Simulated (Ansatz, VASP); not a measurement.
## Ir3Rh2 (Rh-Ir-Ir-Ir-Rh stack, (111) layers): VASP beside Ansatz

One calculation is typed for both programs; each brings its own data sets. How far apart do they land? Of the first pair: The structure shown is the start of the Ansatz relaxation below; VASP solves that cell, so the two are compared at the walk's first step.

Method: plane waves, with VASP 6.6.1 beside it; LDA, in Ansatz 0.2.0.

### Step 1. The starting structure

The cell holds 5 atoms: 2 Rh and 3 Ir. Its edges and angles: a = 2.715 Å, b = 2.715 Å, c = 41.536 Å, α = 90.0°, β = 90.0°, γ = 120.0°. It derives from Ir3Rh2. Vacuum lies along c. The height across the vacuum is the one that the program set for its solve, not the one typed.

### Step 2. Ansatz: relaxation, LDA

Ansatz runs on its PAW soft_1 files.

The two programs are compared at the cell with which this relaxation starts, whose forces are those of its first step.

input.yaml reads:

```yaml
crystal:
  lattice:
    - [2.71529, 0.0, 0.0]
    - [-1.35765, 2.35151, 0.0]
    - [0.0, 0.0, 19.8681]
  atoms:
    - { symbol: Rh, position: [0.0, 0.0, 0.27682566] }
    - { symbol: Ir, position: [0.33333333, 0.66666667, 0.38841283] }
    - { symbol: Ir, position: [0.66666667, 0.33333333, 0.5] }
    - { symbol: Ir, position: [0.0, 0.0, 0.61158717] }
    - { symbol: Rh, position: [0.33333333, 0.66666667, 0.72317434] }
  periodic: [true, true, false]
kpoints:
  mp_grid: { grid: [9, 9, 1] }
hamiltonian:
  xc: lda
  pseudopotentials: { kind: paw, azcp: { folder: soft_1 }, xc_functional: pbe }
scf:
  occupations: { method: gaussian, width: 0.1 }
output:
  forces: true
  stress: true
  eigenvalues: true
relax:
  adjacent_minimum: "off"
  f_tol: 0.05
  max_steps: 80
  cell: { stress_2d_tol: 0.02 }
```

The run is started by

```
$ ansatz run input.yaml --threads 4 --pin off --max-ram 12288MiB --backend cpu --events-out ev --progress --plain --runs-dir out
```

Numbers of over 12 decimals in the logs are rounded to 6 here.

What it wrote:

```text
Warning: crystal.periodic: the lattice vector that does not repeat stood 0.000° off the slab's normal, 19.868 Å along it as the deck builds it. The run solves the slab on a vector along the normal, 41.536 Å long, with every atom where it was (on the deck's vector they left 11.00 Å outside them, and the widest stretch free of ions among them is 2.22 Å). A fractional position that the run reports is one of the run's ce [...]
The last accepted step is kept in <dir> (removed where the run ends without a failure and the disk answers)
crystal.periodic: the lattice vector that does not repeat stood 0.000° off the slab's normal, 19.868 Å along it as the deck builds it. The run solves the slab on a vector along the normal, 41.536 Å long, with every atom where it was (on the deck's vector they left 11.00 Å outside them, and the widest stretch free of ions among them is 2.22 Å). A fractional position that the run reports is one of the run's cell, which [...]
Engine: ansatz 0.2.0, aarch64-unknown-linux-gnu
Pseudopotentials: kind: paw
Pseudopotential: Rh, paw, valence charge 17, recommended cutoff 420 eV (normal), soft_1/Rh.paw.azcp
Pseudopotential: Ir, paw, valence charge 17, recommended cutoff 420 eV (normal), soft_1/Ir.paw.azcp
Functional definition: SPW92
  exchange = slater_x
  correlation = pw_c
Crystal: 5 atoms, lattice volume = 265.210 Å³
Basis set: ecut = 420 eV, 5233 PW (Γ)
Bands: 51, of which v1, the nominal top of the filled ones, is band 43 counted from 1 (42 counted from 0)
Symmetry: 12 space group operations
Space group: P-3m1 (ITA 164), of the structure as read, at distance tolerance 6.4e-5 Å
k-points: 12 of 81
Non-local potential: Rh, projectors of the file, l = 0: 3, l = 1: 2, l = 2: 2, l = 3: 1
Non-local potential: Ir, projectors of the file, l = 0: 3, l = 1: 2, l = 2: 2, l = 3: 1
PAW form: soft (Blöchl's): semilocal exchange-correlation on the pseudo side does not see the compensation charge
PAW frozen core: Rh, regenerated for the run's functional, and the local potential with it (the file was generated under x = pbe(κ = 0.804, μ = 0.219515), c = pbe(β = 0.066725))
PAW frozen core: Ir, regenerated for the run's functional, and the local potential with it (the file was generated under x = pbe(κ = 0.804, μ = 0.219515), c = pbe(β = 0.066725))
PAW one-centre angular grid: Rh, 590 points (default); XC on 64 Gauss nodes
PAW one-centre angular grid: Ir, 590 points (default); XC on 64 Gauss nodes
Initial density: superposition of atomic densities (neutral atoms: chi_scale 0, normalization atom)
Initial wavefunctions: pseudopotential atomic-orbital guess
Functional: x = slater, c = lda
[...]
Crystal: 5 atoms, lattice volume = 255.398 Å³
iter 1 solved again at ethr=1.65e-6 eV; its pass at ethr=3.10e-3 eV (dr2=1.40e-3 eV) is discarded
SCF iter   1: F=—  HF=-47549.050914 eV  |F-HF|=—  |Δ(HF+E_count)|=         —  Δρ=4.41e-4  dr2=1.33e-3  ethr=1.65e-6  ⟨swp⟩=3.6  Hψ=3210  notcnv=0
preconditioner: auto → LDOS  [metal: Δε(μ)=0.058 eV  Ē_g=6.419 eV  σ=0.100 eV  W_gap=0.30  n_scr=30 (ndim 8)  ℏωp=15.6 eV  f_vac=0.699  D(μ)=4.81/eV (n_scr^D=24)  β→1.0]
SCF iter   2: F=—  HF=-47549.050863 eV  |F-HF|=—  |Δ(HF+E_count)|=   5.07e-5  Δρ=2.87e-4  dr2=6.24e-4  ethr=1.57e-6  ⟨swp⟩=3.1  Hψ=960  notcnv=0
SCF iter   3: F=—  HF=-47549.050862 eV  |F-HF|=—  |Δ(HF+E_count)|=   1.59e-6  Δρ=1.37e-4  dr2=1.95e-4  ethr=7.34e-7  ⟨swp⟩=3.4  Hψ=1107  notcnv=0
SCF iter   4: F=—  HF=-47549.050858 eV  |F-HF|=—  |Δ(HF+E_count)|=   4.03e-6  Δρ=4.42e-5  dr2=1.07e-5  ethr=2.30e-7  ⟨swp⟩=2.0  Hψ=853  notcnv=0
SCF iter   5: F=—  HF=-47549.051189 eV  |F-HF|=—  |Δ(HF+E_count)|=   3.31e-4  Δρ=9.39e-6  dr2=6.92e-7  ethr=1.26e-8  ⟨swp⟩=3.7  Hψ=1334  notcnv=0
SCF iter   6: F=-47549.051189 eV  HF=-47549.051189 eV  |F-HF|=1.09e-7  |Δ(HF+E_count)|=   3.21e-7  Δρ=3.91e-6  dr2=3.03e-8  ethr=2.02e-10  ⟨swp⟩=14.0  Hψ=3966  notcnv=0
SCF 5 converged in 6 iterations: F = -47549.051189 eV  dr2 = 3.03e-8
relax step   5: F+E_penalty+E_count = -47549.05118919 eV  Δ(F+E_penalty+E_count) = -3.394e-4 eV  max|allowed force component| = 3.463e-3 eV/Å  Δτ_max = 0.0058 Å  P = -0.017 N/m  Ω = 255.398 Å³  energy of the carried Pulay correction = +1.008e-3 eV  fix = [c, alpha, beta]  reactions: c -0.000 N/m  (6 SCF iters, dr2 threshold 1.72e-7 eV, accepted)
Initial wavefunctions: pseudopotential atomic-orbital guess (no wavefunctions were taken with the density)
iter 1 solved again at ethr=4.62e-7 eV; its pass at ethr=3.10e-3 eV (dr2=3.93e-4 eV) is discarded
SCF iter   1: F=—  HF=-47549.049790 eV  |F-HF|=—  |Δ(HF+E_count)|=         —  Δρ=3.98e-5  dr2=6.66e-7  ethr=4.62e-7  ⟨swp⟩=7.1  Hψ=7747  notcnv=0
preconditioner: auto → LDOS  [metal: Δε(μ)=0.060 eV  Ē_g=6.419 eV  σ=0.100 eV  W_gap=0.31  n_scr=30 (ndim 8)  ℏωp=15.6 eV  f_vac=0.699  D(μ)=4.80/eV (n_scr^D=24)  β→1.0]
SCF iter   2: F=—  HF=-47549.050124 eV  |F-HF|=—  |Δ(HF+E_count)|=   3.34e-4  Δρ=7.88e-6  dr2=3.06e-7  ethr=7.83e-10  ⟨swp⟩=5.4  Hψ=2113  notcnv=0
SCF iter   3: F=—  HF=-47549.050124 eV  |F-HF|=—  |Δ(HF+E_count)|=   1.15e-9  Δρ=4.90e-6  dr2=1.19e-7  ethr=3.60e-10  ⟨swp⟩=4.0  Hψ=1607  notcnv=0
SCF iter   4: F=—  HF=-47549.050124 eV  |F-HF|=—  |Δ(HF+E_count)|=   6.72e-9  Δρ=2.19e-6  dr2=1.57e-8  ethr=1.40e-10  ⟨swp⟩=1.9  Hψ=849  notcnv=0
SCF iter   5: F=—  HF=-47549.050124 eV  |F-HF|=—  |Δ(HF+E_count)|=  3.64e-10  Δρ=3.47e-7  dr2=2.14e-9  ethr=1.85e-11  ⟨swp⟩=3.8  Hψ=1394  notcnv=0
SCF iter   6: F=—  HF=-47549.050124 eV  |F-HF|=—  |Δ(HF+E_count)|=  2.18e-11  Δρ=1.31e-7  dr2=7.70e-11  ethr=2.52e-12  ⟨swp⟩=3.6  Hψ=1295  notcnv=0
SCF iter   7: F=—  HF=-47549.050124 eV  |F-HF|=—  |Δ(HF+E_count)|=  8.00e-11  Δρ=6.89e-8  dr2=4.33e-11  ethr=1.00e-12  ⟨swp⟩=2.2  Hψ=874  notcnv=0
SCF iter   8: F=—  HF=-47549.050124 eV  |F-HF|=—  |Δ(HF+E_count)|=  1.16e-10  Δρ=2.95e-8  dr2=6.76e-12  ethr=1.00e-12  ⟨swp⟩=1.2  Hψ=676  notcnv=0
SCF iter   9: F=—  HF=-47549.050124 eV  |F-HF|=—  |Δ(HF+E_count)|=  7.28e-12  Δρ=2.65e-8  dr2=4.72e-12  ethr=1.00e-12  ⟨swp⟩=15.4  Hψ=4522  notcnv=0
SCF iter  10: F=-47549.050124 eV  HF=-47549.050124 eV  |F-HF|=3.49e-10  |Δ(HF+E_count)|=  1.53e-10  Δρ=2.16e-8  dr2=1.79e-12  ethr=1.00e-12  ⟨swp⟩=7.8  Hψ=3613  notcnv=0
SCF 6 converged in 10 iterations: F = -47549.050124 eV  dr2 = 1.79e-12
relax step   6: F+E_penalty+E_count = -47549.05012404 eV  Δ(F+E_penalty+E_count) = +1.065e-3 eV  max|allowed force component| = 3.497e-3 eV/Å  Δτ_max = 0.0000 Å  P = -0.010 N/m  Ω = 255.398 Å³  fix = [c, alpha, beta]  reactions: c -0.000 N/m  stress off target by 9.50e-3 N/m on what of the cell is left free  SCF on the basis re-selected at this cell (its energy is not comparable with the rows above)  (10 SCF iters)
basis re-selected at this cell: Δ(F+E_penalty+E_count) = +1.065e-3 eV, ΔP = +0.007 N/m vs the last step (what re-selecting the basis moved, of the pressure what is left beyond the Pulay correction that the steps carried, after the strain that the cell walked since its last selection, with what the two solves' SCF thresholds leave and, on support functions, any second-order correction that the steps lacked; it is no measure of the basis error at this ecutwfc). The dense FFT grid was sized anew with the basis: this SCF ran on 18×18×288 points, the steps before it on 20×20×288, so part of this shift can come from that change (see relax.cell in the input reference). [rest of the remark cut]
SCF converged after 10 iterations
Free energy (F): -47549.050124 eV
Harris-Foulkes:  -47549.050124 eV  (|F-HF|=3.49e-10)
Internal energy: -47549.026121 eV  (E = F + TS)
E sigma→0 (E₀):  -47549.038123 eV
Entropy (-TS):   -0.024003 eV (-4.801 meV/atom)
Fermi energy:    -5.515795 eV
--- Per-component energies (eV) ---
  E_band       = -2957.571619
  E_kinetic    = 2700.765121
  E_local      = -729381.758235  (includes V_loc(G=0)·N_el)
  E_nonlocal   = 1201.959714
  E_hartree    = 362621.670067
  E_xc         = -1089.347560
  E_vxc        = -1276.503896  (∫ρ·V_xc dr)
  E_paw        = -33944.022414  (= ΣΔE_a)
  E_vpaw       = -1445.375295  (= ΣTr[D̂ρ^β])
  E_aug_tail   = 0.000928  (compensation charges beyond the density's cutoff)
  E_ewald      = 350339.226243
  E_core_change = 2.480013  (= ΣΔE_core)
  E_smearing   = -0.024003  (= −TS)
  E_closure    = -0.000000  (closes the sum)
  Σ components = -47549.050124   (vs F -47549.050124, Δ=0.00e0)
--- Forces (eV/Å), atoms counted from 1 ---
  atom   1  Rh    -0.00000000     0.00000000     0.00023922
  atom   2  Ir    -0.00000000     0.00000000     0.00349692
  atom   3  Ir    -0.00000000    -0.00000000     0.00000000
  atom   4  Ir     0.00000000    -0.00000000    -0.00349692
  atom   5  Rh     0.00000000     0.00000000    -0.00023922
  max |Σ_I F_I| component: 5.78e-18 eV/Å
--- 2D stress c σ (N/m, compression-positive) ---
       -0.009500       0.000000      -0.000000
        0.000000      -0.009500       0.000000
       -0.000000       0.000000      -0.000000
  P = ½ c Tr σ = -0.0095 N/m
--- Band table (eV; the first three rows and the last of 12) ---
  k-point 0: bands = [... 39 lower, -6.6574, -6.6574, -6.5158, -6.5158, -6.0823, -6.0823, -5.5729, -5.3018, ... 4 higher]
  k-point 1: bands = [... 39 lower, -7.1500, -7.0012, -6.7424, -6.6196, -6.4626, -6.0600, -6.0313, -5.2643, ... 4 higher]
  k-point 2: bands = [... 39 lower, -7.3792, -7.0507, -6.7281, -6.7095, -6.3474, -5.9291, -5.5127, -5.2134, ... 4 higher]
  k-point 11: bands = [... 39 lower, -6.5879, -5.5769, -5.5769, -4.9894, -4.9054, -4.9054, 0.4044, 0.4044, ... 4 higher]
--- Relaxed structure (5 steps of the walk, 4 accepted, 1 SCFs on fresh bases) ---
  F+E_penalty+E_count = -47549.05012404 eV   max|allowed force component| = 3.497e-3 eV/Å   (the final SCF, on the basis selected at the relaxed cell)
  cell:  # Å, volume = 255.3979 Å³
    - [2.664588, 2.8328472693953006e-6, 0]
    - [-1.332296, 2.307599, 0]
    - [0, 0, 41.536200418216]
  atoms:
    - { symbol: Rh, position: [-2.7755577159983615e-17, -4.174390123763367e-17, 0.134637] }
    - { symbol: Ir, position: [0.333333, 0.666667, 0.186195] }
    - { symbol: Ir, position: [0.666667, 0.333333, 0.239166] }
    - { symbol: Ir, position: [-2.7755575334375666e-17, -3.876967013794002e-17, 0.292137] }
    - { symbol: Rh, position: [0.333333, 0.666667, 0.343695] }
```

### Step 3. VASP: single point, LDA, start cell, pair 1

The same cell, functional (in two slightly different forms), mesh and smearing now go to VASP, with its own data sets.

Lines of VASP's logs that name or quote its potential files are left out, and so is its time.

INCAR reads:

```
SYSTEM = Ir3Rh2
PREC = Accurate
ENCUT = 400
EDIFF = 1E-06
NELM = 120
ISMEAR = 0
SIGMA = 0.1
LREAL = .FALSE.
ALGO = Normal
GGA = CA
NBANDS = 35
LASPH = .TRUE.
LORBIT = 11
LWAVE = .FALSE.
LCHARG = .FALSE.
ISIF = 2
LDIPOL = .TRUE.
IDIPOL = 3
DIPOL = 0.5 0.5 0.239
LVHAR = .TRUE.
GGA_COMPAT = .FALSE.
NELMDL = -8
KPAR = 2
```

POSCAR reads:

```
Ir3Rh2
1.0
    2.7152900000      0.0000030000      0.0000000000
   -1.3576470000      2.3515090000      0.0000000000
    0.0000000000      0.0000000000     41.5362000000
Rh Ir
2 3
Direct
    0.0000000000      0.0000000000      0.1324146166
    0.3333329461      0.6666663832      0.3459175370
    0.3333329461      0.6666663832      0.1857903467
    0.6666664730      0.3333331916      0.2391660768
    0.0000000000      0.0000000000      0.2925418069
```

KPOINTS reads:

```
Automatic mesh
0
Gamma
9 9 1
0 0 0
```

Potentials, in the order of the species: Rh_pv and Ir (LDA family, release 64).

The run is started by

```
$ mpirun -np 2 vasp_std
```

What it wrote:

```text
[banner, memory and clock lines left out]
running    2 mpi-ranks, on    1 nodes
 distrk:  each k-point on    1 cores,    2 groups
 distr:  one band on    1 cores,    1 groups

 POSCAR found type information on POSCAR RhIr
 POSCAR found :  2 types and       5 ions
 LDA part: xc-table for (Slater(with rela. corr.)+CA(PZ))
 , standard interpolation
 POSCAR, INCAR and KPOINTS ok, starting setup
 FFT: planning ... GRIDC
 FFT: planning ... GRID_SOFT
 FFT: planning ... GRID
 WAVECAR not read
 entering main loop
       N       E                     dE             d eps       ncg     rms          rms(c)
DAV:   1     0.442530496324E+03    0.44253E+03   -0.26224E+04  1032   0.113E+03
DAV:   2    -0.166723795231E+02   -0.45920E+03   -0.44131E+03   908   0.388E+02
DAV:   3    -0.472234606577E+02   -0.30551E+02   -0.28187E+02  1042   0.876E+01
DAV:   4    -0.495329632896E+02   -0.23095E+01   -0.21014E+01  1167   0.201E+01
DAV:   5    -0.496447386925E+02   -0.11178E+00   -0.10638E+00  1137   0.323E+00
DAV:   6    -0.496484169473E+02   -0.36783E-02   -0.36153E-02  1191   0.635E-01
DAV:   7    -0.496485608483E+02   -0.14390E-03   -0.14261E-03  1188   0.101E-01
DAV:   8    -0.496485683457E+02   -0.74974E-05   -0.74866E-05   956   0.154E-02    0.281E+01
DAV:   9    -0.616779810012E+02   -0.12029E+02   -0.80894E+01  1237   0.625E+01    0.488E+01
DAV:  10    -0.573809480761E+02    0.42970E+01   -0.58255E+00  1071   0.133E+01    0.422E+01
DAV:  11    -0.545791792953E+02    0.28018E+01   -0.12661E+02  1304   0.633E+01    0.241E+01
DAV:  12    -0.507877196804E+02    0.37915E+01   -0.74710E+00  1160   0.183E+01    0.175E+01
DAV:  13    -0.495219378799E+02    0.12658E+01   -0.17474E+00  1296   0.106E+01    0.148E+01
DAV:  14    -0.468997952932E+02    0.26221E+01   -0.37744E+00  1313   0.148E+01    0.701E+00
[...]
DAV:  29    -0.461493068954E+02   -0.26363E-04   -0.48151E-05   965   0.378E-02    0.104E-02
DAV:  30    -0.461493353380E+02   -0.28443E-04   -0.26059E-05   965   0.240E-02    0.183E-02
DAV:  31    -0.461493430701E+02   -0.77321E-05   -0.53659E-06   522   0.167E-02    0.962E-03
DAV:  32    -0.461493498897E+02   -0.68196E-05   -0.57388E-07   473   0.409E-03    0.899E-03
DAV:  33    -0.461493556637E+02   -0.57740E-05   -0.34137E-06   572   0.118E-02    0.567E-03
DAV:  34    -0.461493611962E+02   -0.55324E-05   -0.57360E-07   484   0.437E-03    0.253E-03
DAV:  35    -0.461493625545E+02   -0.13584E-05   -0.13610E-07   449   0.255E-03    0.216E-03
DAV:  36    -0.461493632268E+02   -0.67225E-06   -0.64484E-08   438   0.139E-03
   1 F= -.46149363E+02 E0= -.46135341E+02  d E =-.280447E-01
```

OUTCAR, selected parts (step 3):

```text
ion  position               nearest neighbor table
   1  0.000  0.000  0.132-   3 2.72   3 2.72   3 2.72
   2  0.333  0.667  0.346-   5 2.72   5 2.72   5 2.72
   3  0.333  0.667  0.186-   1 2.72   1 2.72   4 2.72   4 2.72   4 2.72   1 2.72
   4  0.667  0.333  0.239-   5 2.72   3 2.72   3 2.72   5 2.72   3 2.72   5 2.72
   5  0.000  0.000  0.293-   2 2.72   2 2.72   4 2.72   4 2.72   4 2.72   2 2.72

  LATTYP: Found a hexagonal cell.
 ALAT       =     2.7152900000
 C/A-ratio  =    15.2971505806

 Subroutine GETGRP returns: Found 12 space group operations
 (whereof  6 operations were pure point group operations)

The static configuration has the point symmetry C_3v.
 The point group associated with its full space group is D_3d.

 Found     12 irreducible k-points:

   k-points           NKPTS =     12   k-points in BZ     NKDIM =     12   number of bands    NBANDS=     35

   dimension x,y,z NGX =    18 NGY =   18 NGZ =  280
   dimension x,y,z NGXF=    36 NGYF=   36 NGZF=  560

   ENCUT  =  400.0 eV  29.40 Ry    5.42 a.u.   4.43  4.43 67.74*2*pi/ulx,y,z

   NELECT =      57.0000    total number of electrons

 k-points in reciprocal lattice and weights: Automatic mesh
   0.00000000  0.00000000  0.00000000       0.012
   0.11111111 -0.00000000  0.00000000       0.074
   0.22222222  0.00000000  0.00000000       0.074
   0.33333333  0.00000000  0.00000000       0.074
   0.44444444  0.00000000  0.00000000       0.074
   0.11111111  0.11111111  0.00000000       0.074
   0.22222222  0.11111111  0.00000000       0.148
   0.33333333  0.11111111  0.00000000       0.148
   0.44444444  0.11111111  0.00000000       0.074
   0.22222222  0.22222222  0.00000000       0.074
   0.33333333  0.22222222  0.00000000       0.148
   0.33333333  0.33333333  0.00000000       0.025

 dipolmoment           0.000000      0.000000     -0.000005 electrons x Angstroem

 average (electrostatic) potential at core
       1 -83.5139       2 -83.5139       3 -60.2127       4 -60.2877       5 -60.2127

 E-fermi :  -1.1918

 k-point     1 :       0.0000    0.0000    0.0000
  band No.  band energies     occupation
    ...
     28      -2.0883      2.00000
     29      -2.0883      2.00000
     30      -1.6580      2.00000
     31      -1.6580      2.00000
     32      -1.1457      0.51424
     33      -1.0174      0.01368
     34      -1.0174      0.01368
     35      -0.6243      0.00000

 k-point     2 :       0.1111   -0.0000    0.0000
  band No.  band energies     occupation
    ...
     28      -2.2750      2.00000
     29      -2.1819      2.00000
     30      -2.0363      2.00000
     31      -1.6800      2.00000
     32      -1.6359      2.00000
     33      -0.9916      0.00463
     34      -0.7623      0.00000
     35      -0.3970      0.00000

 k-point     3 :       0.2222    0.0000    0.0000
  band No.  band energies     occupation
    ...
     28      -2.3224      2.00000
     29      -2.2595      2.00000
     30      -1.9398      2.00000
     31      -1.5634      2.00000
     32      -1.1666      0.72160
     33      -0.9577      0.00093
     34      -0.3165      0.00000
     35       0.3407      0.00000

  Total       -7.6704248     -7.6704273     -6.5396485     -0.0000020     -0.0000000      0.0000000
  in kB      -46.3383000    -46.3383151    -39.5070941     -0.0000118     -0.0000000      0.0000000
  external PRESSURE =     -44.0612364 kB  Pullay stress =       0.0000000 kB

  energy-cutoff  :      400.00
  volume of cell :      265.21
      direct lattice vectors                 reciprocal lattice vectors
     2.715290000  0.000003000  0.000000000     0.368284552  0.212629600  0.000000000
    -1.357647000  2.351509000  0.000000000    -0.000000470  0.425258573  0.000000000
     0.000000000  0.000000000 41.536200000     0.000000000  0.000000000  0.024075385

 POSITION                                       TOTAL-FORCE (eV/Angst)
 -----------------------------------------------------------------------------------
      0.00000      0.00000      5.50000         0.000000     -0.000000      0.925845
     -0.00000      1.56767     14.36810        -0.000000      0.000000     -0.925845
     -0.00000      1.56767      7.71702         0.000000      0.000000     -0.427739
      1.35764      0.78384      9.93405        -0.000000     -0.000000      0.000000
      0.00000      0.00000     12.15107         0.000000     -0.000000      0.427739
 -----------------------------------------------------------------------------------
    total drift:                                0.000761      0.000761      0.000054

  FREE ENERGIE OF THE ION-ELECTRON SYSTEM (eV)
  ---------------------------------------------------
  free  energy   TOTEN  =       -46.1493632268 eV

  energy  without entropy=      -46.1213185183  energy(sigma->0) =      -46.13534087

 vacuum level on the upper side and lower side of the slab         4.294         4.294

 total charge
# of ion       s       p       d       tot
------------------------------------------
    1        0.383   6.220   7.077  13.680
    2        0.383   6.220   7.077  13.680
    3        0.675   0.701   6.959   8.335
    4        0.676   0.730   6.991   8.397
    5        0.675   0.701   6.959   8.335
--------------------------------------------------
tot          2.790  14.572  35.064  52.427

[... 3 further parts left out ...]
```

The run ends at a pressure of -4.41 GPa, with forces up to 0.93 eV/Å.

(Continued in part 2 of 2.)

[Lines on the potential files, build, host, timing and source positions are cut from VASP's logs without a mark.]

[Logs are printed without paths, hosts, clocks, repeated set-up lines and the standing remarks that a program may print on its own settings, such as how far it seeks lower states.]

[Hosts, paths, dates, database ids (printed as entryN), source tags and the programs' standing remarks are cut or masked in the printed files.]
